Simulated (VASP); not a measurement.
A cell of ZnS (wurtzite) near equilibrium:

```
ZnS
1.0
    1.92249    -3.32985     0.00000
    1.92249     3.32985     0.00000
    0.00000     0.00000     6.29915
Zn S
2 2
Direct
  0.66667   0.33333   0.50012
  0.33333   0.66667   0.00012
  0.66667   0.33333   0.87488
  0.33333   0.66667   0.37488
```

These are PBE GGA, VASP's PBE PAW potentials (set 64) (plane waves; VASP) values and carry that method's errors.

| run | ΔE (meV/atom) | σxx | σyy | σzz | largest shear component, with its sign (GPa) | gap (eV) |
|---|---|---|---|---|---|---|
| as it is | 0.0 | 0.20 | 0.20 | 0.24 | 0.00 | 2.09 |
| after one change | 2.8 | 1.94 | 1.94 | 1.11 | 0.00 | 2.15 |
Stress is in GPa, positive when the cell is compressed; gaps are those on the k-mesh, and 0.00 means metallic.

Question: Which change was made?
A) biaxial strain of -1.0 % in the xy plane with the ions relaxed
B) biaxial strain of -0.5 % in the xy plane with the ions relaxed
C) biaxial strain of +3.0 % in the yz plane
D) shear strain γ_xz = +4.0 %

Answer: A, biaxial strain of -1.0 % in the xy plane with the ions relaxed

The compound is ZnS in the wurtzite structure, the high-temperature form.
